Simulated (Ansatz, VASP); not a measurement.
## HfC: VASP beside Ansatz

One calculation is typed for both programs; each brings its own data sets. How far apart do they land? The cell is taken from a series of runs on this material, whose earlier steps may have relaxed, scaled, displaced or heated it; both programs get it as it stands.

Method: plane waves, with VASP 6.6.1 beside it; zone-centre phonons at PBEsol, in Ansatz 0.2.0.

## Step 1: The structure

Symmetry: R-3m, No. 166, trigonal system. The conventional cell has a = 3.193 Å, b = 3.193 Å, c = 8.069 Å, α = 90.00°, β = 90.00°, γ = 120.00°. Nearest to C lie 6 Hf at 2.28 Å. Hf has 6 C at 2.28 Å nearest. Farther neighbours are not listed.

## Step 2: Ansatz: zone-centre phonons, PBEsol

Ansatz runs on its PAW soft_1 files.

Second derivatives magnify differences that forces hide, and they need a tight electronic threshold.

The input, input.yaml:

```yaml
crystal:
  lattice:
    - [0.0479538487, 2.3054623178, 2.3054623178]
    - [2.3054623178, 0.0479538487, 2.3054623178]
    - [2.3054623178, 2.3054623178, 0.0479538487]
  atoms:
    - { symbol: C, position: [0.0, 0.0, 0.0] }
    - { symbol: Hf, position: [0.5, 0.5, 0.5] }
kpoints:
  mp_grid: { grid: [16, 16, 16] }
hamiltonian:
  xc: pbesol
  pseudopotentials: { kind: paw, azcp: { folder: soft_1 }, xc_functional: pbe }
scf:
  occupations: { method: methfessel_paxton, width: 0.2 }
output:
  eigenvalues: true
phonons:
  method: dfpt
```

On the command line:

```
$ ansatz run input.yaml --threads 4 --pin off --max-ram 10240MiB --backend cpu --events-out ev --progress --plain --runs-dir out
```

Numbers of over 12 decimals in the logs are rounded to 6 here.

Log:

```text
Engine: ansatz 0.2.0, x86_64-unknown-linux-gnu
Pseudopotentials: kind: paw
Pseudopotential: C, paw, valence charge 4, recommended cutoff 420 eV (normal), soft_1/C.paw.azcp
Pseudopotential: Hf, paw, valence charge 26, recommended cutoff 420 eV (normal), soft_1/Hf.paw.azcp
Functional definition: PBEsol
  exchange = pbesol_x
  correlation = pbesol_c
Crystal: 2 atoms, lattice volume = 23.743 Å³
Basis set: ecut = 420 eV, 477 PW (Γ), exchange–correlation on 48×48×48 points (8 copies of the dense FFT grid, shifted against one another)
Bands: 19, of which v1, the nominal top of the filled ones, is band 15 counted from 1 (14 counted from 0)
Symmetry: 12 space group operations
k-points: 1098 of 4096 (irreducible under 2 space group operations, time reversal used)
Non-local potential: C, projectors of the file, l = 0: 2, l = 1: 2, l = 2: 1
Non-local potential: Hf, projectors of the file, l = 0: 3, l = 1: 2, l = 2: 2, l = 3: 3
PAW form: soft (Blöchl's): semilocal exchange-correlation on the pseudo side does not see the compensation charge
PAW frozen core: C, regenerated for the run's functional, and the local potential with it (the file was generated under x = pbe(κ = 0.804, μ = 0.219515), c = pbe(β = 0.066725))
PAW frozen core: Hf, regenerated for the run's functional, and the local potential with it (the file was generated under x = pbe(κ = 0.804, μ = 0.219515), c = pbe(β = 0.066725))
PAW one-centre angular grid: C, 110 points (default); XC on 64 Gauss nodes
PAW one-centre angular grid: Hf, 590 points (default); XC on 64 Gauss nodes
Initial density: superposition of atomic densities (chi_scale 0.1, normalization cell, long waves kept (reshape's long-wave potential 0.00 eV rms))
Initial wavefunctions: pseudopotential atomic-orbital guess
Functional: x = pbesol(κ = 0.804, μ = 0.123457), c = pbesol(β = 0.046)
SCF iter   1: F=—  HF=-15848.038184 eV  |F-HF|=—  |Δ(HF+E_count)|=         —  Δρ=8.93e-2  dr2=2.51e0  ethr=3.10e-3  ⟨swp⟩=4.9  Hψ=91774  notcnv=0
preconditioner: auto → Kerker (q_TF=auto, 2.837 Å⁻¹)  [metal: Δε(μ)=0.035 eV  Ē_g=17.716 eV  σ=0.200 eV  W_gap=0.15  n_scr=14 (ndim 8)  ℏωp=40.3 eV  f_vac=0.000  D(μ)=0.20/eV (n_scr^D=0)]
SCF iter   2: F=—  HF=-15847.512456 eV  |F-HF|=—  |Δ(HF+E_count)|=   5.26e-1  S|Δr|=    0.00e0  Δρ=3.42e-2  dr2=2.77e-1  ethr=3.10e-3  ⟨swp⟩=2.4  Hψ=38160  notcnv=0
SCF iter   3: F=—  HF=-15847.454552 eV  |F-HF|=—  |Δ(HF+E_count)|=   5.79e-2  S|Δr|=    0.00e0  Δρ=1.40e-2  dr2=2.80e-2  ethr=9.25e-4  ⟨swp⟩=2.0  Hψ=38075  notcnv=0
SCF iter   4: F=—  HF=-15847.447891 eV  |F-HF|=—  |Δ(HF+E_count)|=   6.66e-3  S|Δr|=    0.00e0  Δρ=8.17e-3  dr2=7.33e-3  ethr=9.34e-5  ⟨swp⟩=2.1  Hψ=37170  notcnv=0
SCF iter   5: F=—  HF=-15847.448041 eV  |F-HF|=—  |Δ(HF+E_count)|=   1.51e-4  S|Δr|=    0.00e0  Δρ=1.43e-3  dr2=2.66e-4  ethr=2.44e-5  ⟨swp⟩=2.0  Hψ=32861  notcnv=0
SCF iter   6: F=—  HF=-15847.447973 eV  |F-HF|=—  |Δ(HF+E_count)|=   6.79e-5  S|Δr|=    0.00e0  Δρ=2.55e-4  dr2=1.57e-5  ethr=8.87e-7  ⟨swp⟩=2.3  Hψ=33905  notcnv=0
SCF iter   7: F=—  HF=-15847.447978 eV  |F-HF|=—  |Δ(HF+E_count)|=   4.79e-6  S|Δr|=    0.00e0  Δρ=7.41e-5  dr2=9.85e-7  ethr=5.24e-8  ⟨swp⟩=2.3  Hψ=38246  notcnv=0
SCF iter   8: F=—  HF=-15847.447979 eV  |F-HF|=—  |Δ(HF+E_count)|=   3.73e-7  S|Δr|=    0.00e0  Δρ=1.39e-5  dr2=2.69e-8  ethr=3.28e-9  ⟨swp⟩=3.1  Hψ=39583  notcnv=0
SCF iter   9: F=—  HF=-15847.447979 eV  |F-HF|=—  |Δ(HF+E_count)|=   9.12e-9  S|Δr|=    0.00e0  Δρ=2.79e-6  dr2=1.64e-9  ethr=8.98e-11  ⟨swp⟩=2.3  Hψ=30098  notcnv=1
SCF iter  10: F=—  HF=-15847.447979 eV  |F-HF|=—  |Δ(HF+E_count)|=  1.91e-10  S|Δr|=    0.00e0  Δρ=2.91e-7  dr2=1.80e-11  ethr=5.45e-12  ⟨swp⟩=2.2  Hψ=35587  notcnv=1
SCF iter  11: F=-15847.447979 eV  HF=-15847.447979 eV  |F-HF|=5.46e-12  |Δ(HF+E_count)|=  9.09e-12  S|Δr|=    0.00e0  Δρ=5.41e-8  dr2=5.23e-13  ethr=1.00e-12  ⟨swp⟩=7.7  Hψ=124025  notcnv=0
SCF 1 converged in 11 iterations: F = -15847.447979 eV  dr2 = 5.23e-13
  greatest PAW one-centre occupation: 0.998 electrons in one spin orbital (limit 2), on the Hf atom at site 1 (counted from 0), in its partial waves of l = 0
DFPT response loops at Γ: preconditioner auto → Kerker (q_TF=auto, 2.837 Å⁻¹) (partly filled bands, converged f_vac=0.000); β = 1.00, the filter's whole step (`scf.mixing.beta` (0.50) is not read by the response loops under this deck's `scf.mixing.preconditioner`; to damp them name `kerker` or `kerker_dos`, under which they read `scf.mixing.beta`, and type it under 1.00, their step now; both keys bind the ground state too); Broyden in place of MSR1
SCF converged after 11 iterations
Stability not checked: this state was not tested for a lower state beside it, because cold or Methfessel-Paxton smearing, or corrected tetrahedra, fill the levels in a way that the test cannot read (fill_not_monotonic; see scf.lower_state_search)
Free energy (F): -15847.447979 eV
Harris-Foulkes:  -15847.447979 eV  (|F-HF|=5.46e-12)
Internal energy: -15847.447819 eV  (E = F + TS)
E sigma→0 (E₀):  -15847.447939 eV
Entropy (-TS):   -0.000160 eV (-0.080 meV/atom)
Fermi energy:    19.619284 eV
--- Per-component energies (eV) ---
  E_band       = 101.125514
  E_kinetic    = 497.341364
  E_local      = -6073.231157  (includes V_loc(G=0)·N_el)
  E_nonlocal   = 91.574490
  E_hartree    = 2987.117633
  E_xc         = -313.251584
  E_vxc        = -315.064812  (∫ρ·V_xc dr)
  E_paw        = -7674.205009  (= ΣΔE_a)
  E_vpaw       = -73.729707  (= ΣTr[D̂ρ^β])
  E_aug_tail   = 0.000103  (compensation charges beyond the density's cutoff)
  E_ewald      = -5364.065815
  E_core_change = 1.272157  (= ΣΔE_core)
  E_smearing   = -0.000160  (= −TS)
  E_closure    = 0.000000  (closes the sum)
  Σ components = -15847.447979   (vs F -15847.447979, Δ=0.00e0)
--- Band table (eV; the first three rows and the last of 1098) ---
  k-point 0: bands = [... 11 lower, 8.9032, 20.5849, 20.5987, 20.8011, 20.8011, 21.0754, 21.0754, 23.1214]
  k-point 1: bands = [... 11 lower, 8.9030, 19.9482, 19.9802, 20.2455, 20.9444, 21.2891, 21.5990, 23.6654]
  k-point 2: bands = [... 11 lower, 8.9033, 18.8630, 19.1107, 19.3816, 21.2924, 21.6447, 22.0201, 24.8201]
  k-point 1097: bands = [... 11 lower, 11.2111, 13.0951, 16.5746, 16.5746, 25.0151, 25.0151, 25.5409, 26.6047]
--- Phonons (Γ-DFPT): 2 representative perturbations + reference, on 1098 of 4096 k-points (Σ response iterations 7) ---
  k mesh reduced under 2 symmetry operations, with k and −k counted as one. Each operation leaves every solved perturbation unchanged. A smaller set is not used because it would not reduce the number of displacements times k-points to solve
  ASR residual: 1.905e-5 → 0.000e0 eV/Å²; symmetrization residual: 1.619e-6 eV/Å²
  ASR residual per site (eV/Å²): 1.30e-5 1.90e-5
  Γ frequencies (cm⁻¹): 0.00 0.00 0.00 468.29 468.29 501.12
  non-analytic LO–TO correction: not included (Born effective charges unavailable; polar crystals: no LO–TO splitting at Γ)
```

The column dr2 measures how far the density is from self-consistency, as an energy; F and HF (Harris–Foulkes) agree once it is small.

## Step 3: VASP: zone-centre phonons, PBEsol

The same cell, functional, mesh and smearing now go to VASP, with its own data sets.

Lines of VASP's logs that name or quote its potential files are left out, and so is its time.

The input, INCAR:

```
SYSTEM = HfC
PREC = Accurate
ENCUT = 600
EDIFF = 1E-08
NELM = 120
ISMEAR = 1
SIGMA = 0.2
LREAL = .FALSE.
ALGO = Normal
GGA = PS
NBANDS = 13
LASPH = .TRUE.
LORBIT = 11
LWAVE = .FALSE.
LCHARG = .FALSE.
ISIF = 2
IBRION = 8
GGA_COMPAT = .FALSE.
KPAR = 2
```

The input, POSCAR:

```
HfC
1.0
    0.0479538487      2.3054623178      2.3054623178
    2.3054623178      0.0479538487      2.3054623178
    2.3054623178      2.3054623178      0.0479538487
C Hf
1 1
Direct
    0.0000000000      0.0000000000      0.0000000000
    0.5000000000      0.5000000000      0.5000000000
```

The input, KPOINTS:

```
Automatic mesh
0
Gamma
16 16 16
0 0 0
```

PAW data sets: C and Hf_pv (PBE family, release 64).

On the command line:

```
$ mpirun -np 2 vasp_std
```

Log:

```text
[banner, memory and clock lines left out]
running    2 mpi-ranks, on    1 nodes
 distrk:  each k-point on    1 cores,    2 groups
 distr:  one band on    1 cores,    1 groups

 POSCAR found type information on POSCAR C Hf
 POSCAR found :  2 types and       2 ions
|                                                                             |
|               ----> ADVICE to this user running VASP <----                  |
|                                                                             |
|     You enforced a specific xc type in the INCAR file but a different       |
|     [... a line on the potential file left out ...]
|     I HOPE YOU KNOW WHAT YOU ARE DOING!                                     |
|                                                                             |

 LDA part: xc-table for (Slater+PW92), standard interpolation
 POSCAR, INCAR and KPOINTS ok, starting setup
 FFT: planning ... GRIDC
 FFT: planning ... GRID_SOFT
 FFT: planning ... GRID
 WAVECAR not read
 entering main loop
       N       E                     dE             d eps       ncg     rms          rms(c)
DAV:   1     0.251851715047E+02    0.25185E+02   -0.85924E+03 10858   0.119E+03
DAV:   2    -0.232861526498E+02   -0.48471E+02   -0.45387E+02 13631   0.223E+02
DAV:   3    -0.250054831138E+02   -0.17193E+01   -0.17106E+01 13505   0.302E+01
DAV:   4    -0.250141570377E+02   -0.86739E-02   -0.86727E-02 12110   0.258E+00
DAV:   5    -0.250142138287E+02   -0.56791E-04   -0.56790E-04 13656   0.191E-01    0.640E+01
DAV:   6    -0.222242875453E+02    0.27899E+01   -0.11797E+01 12492   0.186E+01    0.449E+01
DAV:   7    -0.221776851871E+02    0.46602E-01   -0.50953E-01 12522   0.521E+00    0.236E+01
DAV:   8    -0.221671485399E+02    0.10537E-01   -0.41968E-02 13342   0.169E+00    0.434E+00
DAV:   9    -0.221634589045E+02    0.36896E-02   -0.17947E-02 12957   0.737E-01    0.182E+00
DAV:  10    -0.221630748097E+02    0.38409E-03   -0.15429E-03 12993   0.291E-01    0.936E-02
DAV:  11    -0.221630710365E+02    0.37732E-05   -0.72011E-05 12817   0.796E-02    0.143E-02
DAV:  12    -0.221630704357E+02    0.60084E-06   -0.29299E-06 13521   0.142E-02    0.100E-02
DAV:  13    -0.221630702863E+02    0.14942E-06   -0.22177E-07 13289   0.344E-03    0.170E-03
DAV:  14    -0.221630702638E+02    0.22435E-07   -0.14483E-08  9765   0.101E-03    0.144E-03
DAV:  15    -0.221630702774E+02   -0.13564E-07   -0.44159E-09  6296   0.588E-04    0.111E-04
DAV:  16    -0.221630702790E+02   -0.15552E-08   -0.56476E-10  5716   0.216E-04
   1 F= -.22163070E+02 E0= -.22163017E+02  d E =-.161004E-03
 Linear response reoptimize wavefunctions to high precision
DAV:   1    -0.221630702775E+02    0.14729E-08   -0.34839E-11  6541   0.530E-05
DAV:   2    -0.221630702775E+02    0.13642E-11   -0.39123E-12  5586   0.173E-05
 Linear response DOF=           2
 Linear response progress:
  Degree of freedom:   1/  2
       N       E                     dE             d eps       ncg     rms          rms(c)
RMM:   1    -0.123742601036E+00   -0.12374E+00    0.25589E-02 63531   0.192E+00
RMM:   2    -0.119304011961E+00    0.44386E-02   -0.35249E-03 45789   0.360E-01    0.452E-01
RMM:   3    -0.119668666907E+00   -0.36465E-03   -0.68439E-04 42191   0.151E-01    0.237E-01
RMM:   4    -0.120633790972E+00   -0.96512E-03   -0.41104E-04 42955   0.114E-01    0.401E-02
RMM:   5    -0.120635310721E+00   -0.15197E-05   -0.10887E-05 47742   0.244E-02    0.117E-02
RMM:   6    -0.120634527711E+00    0.78301E-06   -0.38214E-07 50730   0.422E-03    0.446E-03
RMM:   7    -0.120623244266E+00    0.11283E-04   -0.94302E-08 49127   0.213E-03    0.262E-03
RMM:   8    -0.120626104704E+00   -0.28604E-05   -0.89024E-09 52036   0.661E-04    0.376E-04
RMM:   9    -0.120625589145E+00    0.51556E-06    0.17123E-09 53617   0.120E-04    0.167E-04
RMM:  10    -0.120625590891E+00   -0.17463E-08    0.13498E-09 55725   0.268E-05    0.389E-05
 first order change of Fermi-energy  -0.33672E-03
 force on displaced ion       1 direction 1 :  -9.433  -0.442  -0.442
 Linear response progress:
  Degree of freedom:   2/  2
       N       E                     dE             d eps       ncg     rms          rms(c)
RMM:   1    -0.214470612169E+00   -0.21447E+00    0.37749E+00 31671   0.120E+01
RMM:   2    -0.209907810071E+00    0.45628E-02   -0.31023E-02 44112   0.128E+00    0.542E-01
RMM:   3    -0.209176125888E+00    0.73168E-03   -0.94311E-04 55254   0.154E-01    0.230E-01
RMM:   4    -0.208660191048E+00    0.51593E-03   -0.78725E-05 59422   0.554E-02    0.137E-01
RMM:   5    -0.208220839391E+00    0.43935E-03   -0.28865E-05 59071   0.395E-02    0.134E-02
RMM:   6    -0.208215604069E+00    0.52353E-05   -0.25060E-06 60256   0.105E-02    0.661E-03
RMM:   7    -0.208223168620E+00   -0.75646E-05   -0.51781E-07 64139   0.235E-03    0.648E-03
RMM:   8    -0.208223244516E+00   -0.75895E-07   -0.23070E-06 63084   0.570E-04    0.216E-03
RMM:   9    -0.208223753790E+00   -0.50927E-06   -0.20585E-06 66520   0.267E-04    0.595E-05
RMM:  10    -0.208224068023E+00   -0.31423E-06   -0.13904E-06 64133   0.864E-05    0.163E-05
RMM:  11    -0.208224132179E+00   -0.64156E-07   -0.65229E-07 68952   0.332E-05    0.264E-05
RMM:  12    -0.208224144277E+00   -0.12098E-07   -0.34482E-07 62782   0.152E-05    0.212E-05
RMM:  13    -0.208224149501E+00   -0.52244E-08   -0.17460E-07 57400   0.843E-06    0.175E-05
RMM:  14    -0.208224152686E+00   -0.31847E-08   -0.10291E-07 46042   0.542E-06    0.327E-06
RMM:  15    -0.208224154961E+00   -0.22751E-08   -0.53740E-08 40219   0.396E-06    0.514E-06
 first order change of Fermi-energy   0.63193E-03
 force on displaced ion       2 direction 1 :  -9.432  -0.442  -0.442
 Linear response finished
```

From OUTCAR (step 3):

```text
ion  position               nearest neighbor table
   1  0.000  0.000  0.000-   2 2.28   2 2.28   2 2.28   2 2.28   2 2.28   2 2.28
   2  0.500  0.500  0.500-   1 2.28   1 2.28   1 2.28   1 2.28   1 2.28   1 2.28

  LATTYP: Found a trigonal (rhomboedric) cell.
 ALAT       =     3.2607687083
 COS(alpha) =     0.5206874646

 Subroutine GETGRP returns: Found 12 space group operations
 (whereof 12 operations were pure point group operations)

The static configuration has the point symmetry D_3d.

 Found    417 irreducible k-points:

   k-points           NKPTS =    417   k-points in BZ     NKDIM =    417   number of bands    NBANDS=     13

   dimension x,y,z NGX =    28 NGY =   28 NGZ =   28
   dimension x,y,z NGXF=    56 NGYF=   56 NGZF=   56

   ENCUT  =  600.0 eV  44.10 Ry    6.64 a.u.   6.51  6.51  6.51*2*pi/ulx,y,z

   NELECT =      14.0000    total number of electrons

 k-points in reciprocal lattice and weights: Automatic mesh
   0.00000000  0.00000000  0.00000000       0.000
   0.06250000  0.00000000  0.00000000       0.001
   0.12500000  0.00000000  0.00000000       0.001
   0.18750000  0.00000000  0.00000000       0.001
   0.25000000  0.00000000  0.00000000       0.001
   0.31250000  0.00000000 -0.00000000       0.001
   0.37500000  0.00000000  0.00000000       0.001
   0.43750000  0.00000000 -0.00000000       0.001
   0.50000000  0.00000000  0.00000000       0.001
[...]
-0.43750000  0.50000000  0.43750000       0.001
   0.50000000  0.50000000  0.50000000       0.000

 average (electrostatic) potential at core
       1 -47.3909       2 -34.5153

  Total        1.0998823      1.0998823      1.0998823     -0.5692044     -0.5692044     -0.5692044
  in kB       74.2192595     74.2192595     74.2192595    -38.4094990    -38.4094990    -38.4094990
  external PRESSURE =      74.2192595 kB  Pullay stress =       0.0000000 kB

  energy-cutoff  :      600.00
  volume of cell :       23.74
      direct lattice vectors                 reciprocal lattice vectors
     0.047953849  2.305462318  2.305462318    -0.223762838  0.219203385  0.219203385
     2.305462318  0.047953849  2.305462318     0.219203385 -0.223762838  0.219203385
     2.305462318  2.305462318  0.047953849     0.219203385  0.219203385 -0.223762838

 POSITION                                       TOTAL-FORCE (eV/Angst)
 -----------------------------------------------------------------------------------
      0.00000      0.00000      0.00000         0.000000     -0.000000      0.000000
      2.32944      2.32944      2.32944        -0.000000      0.000000     -0.000000
 -----------------------------------------------------------------------------------
    total drift:                                0.000000      0.000000      0.000000

 Eigenvectors and eigenvalues of the dynamical matrix
 ----------------------------------------------------

   1 f  =   14.968097 THz    94.047328 2PiTHz  499.281979 cm-1    61.903048 meV
             X         Y         Z           dx          dy          dz
      0.000000  0.000000  0.000000     0.558855    0.558855    0.558855
      2.329439  2.329439  2.329439    -0.144962   -0.144962   -0.144962

   2 f  =   13.973455 THz    87.797810 2PiTHz  466.104304 cm-1    57.789542 meV
             X         Y         Z           dx          dy          dz
      0.000000  0.000000  0.000000     0.684455   -0.684455   -0.000000
      2.329439  2.329439  2.329439    -0.177544    0.177544   -0.000000

   3 f  =   13.973455 THz    87.797810 2PiTHz  466.104304 cm-1    57.789542 meV
             X         Y         Z           dx          dy          dz
      0.000000  0.000000  0.000000     0.395170    0.395170   -0.790340
      2.329439  2.329439  2.329439    -0.102505   -0.102505    0.205010

   4 f/i=    0.000162 THz     0.001015 2PiTHz    0.005390 cm-1     0.000668 meV
             X         Y         Z           dx          dy          dz
      0.000000  0.000000  0.000000    -0.161880    0.189881   -0.028001
      2.329439  2.329439  2.329439    -0.624066    0.732014   -0.107948

   5 f/i=    0.000162 THz     0.001015 2PiTHz    0.005390 cm-1     0.000668 meV
             X         Y         Z           dx          dy          dz
      0.000000  0.000000  0.000000     0.125794    0.077295   -0.203089
      2.329439  2.329439  2.329439     0.484953    0.297981   -0.782933

   6 f/i=    0.000226 THz     0.001422 2PiTHz    0.007550 cm-1     0.000936 meV
             X         Y         Z           dx          dy          dz
      0.000000  0.000000  0.000000    -0.144962   -0.144962   -0.144962
      2.329439  2.329439  2.329439    -0.558855   -0.558855   -0.558856

 ELASTIC MODULI CONTR FROM IONIC RELAXATION (kBar)
 Direction    XX          YY          ZZ          XY          YZ          ZX
 --------------------------------------------------------------------------------
 XX           0.0000      0.0000      0.0000      0.0000      0.0000      0.0000
 YY           0.0000      0.0000      0.0000      0.0000      0.0000      0.0000
 ZZ           0.0000      0.0000      0.0000      0.0000      0.0000      0.0000
 XY           0.0000      0.0000      0.0000      0.0000      0.0000      0.0000
 YZ           0.0000      0.0000      0.0000      0.0000      0.0000      0.0000
 ZX           0.0000      0.0000      0.0000      0.0000      0.0000      0.0000
 --------------------------------------------------------------------------------
```

Harder data sets than Hf_pv exist (the GW ones), and pressures, volumes and forces can shift noticeably with them.

## Step 4: Comparison

Known differences besides the potentials themselves: the data sets hold 30 valence electrons in Ansatz (on its PAW soft_1 files) and 14 in VASP; the cutoff is 420 eV in Ansatz and 600 eV in VASP; Ansatz makes its cores anew for this functional, VASP keeps those of its PBE data sets. Total energies have different zeros and are not compared.

Compared:

```
                  quantity  Ansatz   VASP  difference
optical mode 1 to 2 (cm⁻¹)   468.3  466.1     +0.47 %
     optical mode 3 (cm⁻¹)   501.1  499.3     +0.37 %
```

Modes are paired by rising frequency, not by their patterns, so a pair may set unlike modes beside each other; they are those without the splitting of longitudinal modes.

## Step 5: What came out

```json
{
 "r.m.s. difference of the optical zone-centre modes, each program's sorted by frequency (zone-centre phonons, PBEsol)": "2.1 cm⁻¹"
}
```

What this shows: The r.m.s. difference of the optical zone-centre modes, each program's sorted by frequency is 2.1 cm⁻¹ (zone-centre phonons, PBEsol). The data sets hold unlike numbers of valence electrons (30 in Ansatz and 14 in VASP), so part of the differences comes from the potentials. Such differences can come from data sets, numerical settings and the points named under the comparisons, not from the functional's error against experiment.

[Lines on the potential files, build, host, timing and source positions are cut from VASP's logs without a mark.]

[Logs are printed without paths, hosts, clocks, repeated set-up lines and the standing remarks that a program may print on its own settings, such as how far it seeks lower states.]

[Hosts, paths, dates, database ids (printed as entryN), source tags and the programs' standing remarks are cut or masked in the printed files.]
